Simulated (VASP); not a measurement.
OSZICAR of a VASP run on CdS (wurtzite):

OSZICAR:
```
       N       E                     dE             d eps       ncg     rms          rms(c)
DAV:   1     0.248785691587E+03    0.24879E+03   -0.17633E+04   528   0.148E+03
DAV:   2     0.155932339620E+01   -0.24723E+03   -0.24068E+03   588   0.355E+02
DAV:   3    -0.132116007405E+02   -0.14771E+02   -0.14717E+02   624   0.855E+01
DAV:   4    -0.133856724938E+02   -0.17407E+00   -0.17397E+00   606   0.936E+00
DAV:   5    -0.133886070572E+02   -0.29346E-02   -0.29344E-02   648   0.119E+00    0.106E+01
DAV:   6    -0.122913194431E+02    0.10973E+01   -0.26488E+00   674   0.164E+01    0.845E+00
DAV:   7    -0.122737330346E+02    0.17586E-01   -0.79101E-01   624   0.518E+00    0.399E+00
DAV:   8    -0.122720995397E+02    0.16335E-02   -0.10789E-01   594   0.350E+00    0.504E-01
DAV:   9    -0.122700097181E+02    0.20898E-02   -0.21534E-02   656   0.185E+00    0.150E-01
DAV:  10    -0.122702727026E+02   -0.26298E-03   -0.16253E-03   614   0.413E-01    0.114E-01
DAV:  11    -0.122704073957E+02   -0.13469E-03   -0.25543E-04   632   0.119E-01    0.102E-01
DAV:  12    -0.122704406560E+02   -0.33260E-04   -0.20731E-04   600   0.908E-02    0.171E-02
DAV:  13    -0.122704406790E+02   -0.22936E-07   -0.15109E-05   624   0.302E-02    0.596E-03
DAV:  14    -0.122704419221E+02   -0.12431E-05   -0.17745E-06   492   0.855E-03    0.820E-03
DAV:  15    -0.122704414603E+02    0.46176E-06   -0.79846E-07   402   0.588E-03
   1 F= -.12270441E+02 E0= -.12270441E+02  d E =-.327495E-13
```

Question: Which electronic solver shows in the log?

Answer: It is blocked Davidson (ALGO = Normal, or the opening steps of other solvers). The INCAR had ALGO = Normal.

Question: Can the final energy be trusted as converged?

Answer: Self-consistency was reached. It stopped with EDIFF = 1E-6, NELM = 100 (PBE GGA, plane waves, VASP's PBE PAW potentials (set 64)).

The compound is CdS in the wurtzite structure. It was relaxed first. The k-mesh is coarse (spacing up to 0.43 per Å, 2π included), so the numbers may not be converged in it.
